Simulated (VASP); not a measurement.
A VASP calculation is set up with these files.

INCAR:
```
SYSTEM = PbF2
PREC = Accurate; ENCUT = 520; LREAL = F
LASPH = T
EDIFF = 1E-7; NELM = 100; ALGO = Normal
LMAXMIX = 4
ISMEAR = 0; SIGMA = 0.05
ISIF = 2
LWAVE = F; LCHARG = F
```

**POSCAR**
```
PbF2
1
    0.0000000000     2.8777082593     2.8777082593
    2.8777082593     0.0000000000     2.8777082593
    2.8777082593     2.8777082593     0.0000000000
Pb F
1 2
Direct
  0.0000000000   0.0000000000   0.0000000000
  0.2500000000   0.2500000000   0.2500000000
  0.7500000000   0.7500000000   0.7500000000
```

### KPOINTS
```
K-points
0
G
  7 7 7
```

POTCAR, in this order: Pb_d F (LDA.64 set). Program: vasp_std.

Task: Write an equivalent input for Quantum ESPRESSO's pw.x.

Result: One equivalent input (not run):
```
&CONTROL
  calculation = 'scf'
  pseudo_dir = './pseudo'
  outdir = './out'
  tprnfor = .true.
  tstress = .true.
/
&SYSTEM
  ibrav = 0
  nat = 3
  ntyp = 2
  ecutwfc = 84
  occupations = 'smearing'
  smearing = 'gaussian'
  degauss = 0.003675
  input_dft = 'pz'
/
&ELECTRONS
  conv_thr = 7.3e-09
  electron_maxstep = 100
/
ATOMIC_SPECIES
  Pb 207.200 Pb.upf
  F 18.998 F.upf
CELL_PARAMETERS angstrom
     0.0000000    2.8777083    2.8777083
     2.8777083    0.0000000    2.8777083
     2.8777083    2.8777083    0.0000000
ATOMIC_POSITIONS crystal
  Pb   0.0000000  0.0000000  0.0000000
  F    0.2500000  0.2500000  0.2500000
  F    0.7500000  0.7500000  0.7500000
K_POINTS automatic
  7 7 7 0 0 0
```
What does not carry over: the potentials are each code's own (VASP's PAW set, PseudoDojo norm-conserving files in pw.x), so ENCUT and ecutwfc are chosen apart and not converted; conv_thr bounds pw.x's estimated SCF error, while EDIFF bounds the energy change between steps.

The compound is PbF2 in the fluorite structure, the β form. This cell is one point of a volume scan, at 0.97 of the reference volume.
